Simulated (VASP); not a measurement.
An input for Ansatz (written as the equivalent of a VASP run, and not itself run):

Ansatz 0.2 input:
```yaml
crystal:
  lattice:
    - [4.1408167, 0.0000000, 0.0000000]
    - [0.0000000, 4.1408167, 0.0000000]
    - [0.0000000, 0.0000000, 2.6626320]
  atoms:
    - { symbol: Si, position: [0.0000000, 0.0000000, 0.0000000] }
    - { symbol: Si, position: [0.5000000, 0.5000000, 0.5000000] }
    - { symbol: O, position: [0.3046357, 0.3046357, 0.0000000] }
    - { symbol: O, position: [0.8046357, 0.1953643, 0.5000000] }
    - { symbol: O, position: [0.1953643, 0.8046357, 0.5000000] }
    - { symbol: O, position: [0.6953643, 0.6953643, 0.0000000] }
kpoints:
  mp_grid: { grid: [6, 6, 8] }
hamiltonian:
  xc: pbesol
  pseudopotentials: { kind: paw }
scf:
  occupations: { method: gaussian, width: 0.05 }
  max_iter: 100
relax:
  max_steps: 40
  f_tol: 0.02
  cell: { p_target: 10 }
output: { forces: true, stress: true, eigenvalues: true }
```

Translate this input to VASP (INCAR, KPOINTS, POSCAR, choice of POTCAR).

One answer among several that fit: 
**INCAR**
```
SYSTEM  =  SiO2
PREC  =  Accurate; ENCUT  =  620; LREAL  =  .FALSE.
LASPH  =  .TRUE.
EDIFF  =  1E-6; NELM  =  100; ALGO  =  Normal
ISMEAR  =  0; SIGMA  =  0.05
GGA  =  PS
IBRION  =  2; NSW  =  40; ISIF  =  3
EDIFFG  =  -0.02; PSTRESS  =  100
LWAVE  =  .FALSE.; LCHARG  =  .FALSE.
```

File POSCAR:
```
SiO2
1.0
  4.1408167064   0.0000000000   0.0000000000
  0.0000000000   4.1408167064   0.0000000000
  0.0000000000   0.0000000000   2.6626319774
Si O
2 4
Cartesian
  0.0000000000   0.0000000000   0.0000000000
  2.0704083532   2.0704083532   1.3313159887
  1.2614406626   1.2614406626   0.0000000000
  3.3318490158   0.8089676906   1.3313159887
  0.8089676906   3.3318490158   1.3313159887
  2.8793760438   2.8793760438   0.0000000000
```

File KPOINTS:
```
Automatic mesh
0
Gamma
6 6 8
0 0 0
```

POTCAR, in this order: Si O (PBE.64 set). Program: vasp_std.

Limits of the translation: each code has its own PAW files, so the cut-off isn't converted (ENCUT is set for VASP's; basis.ecutwfc is left out, and Ansatz then takes the one that its files recommend); Ansatz stops its SCF on the density residual and VASP on the energy change (EDIFF).

The compound is SiO2 in the rutile structure, stishovite, a high-pressure form. It was relaxed first under an external pressure of 10 GPa.
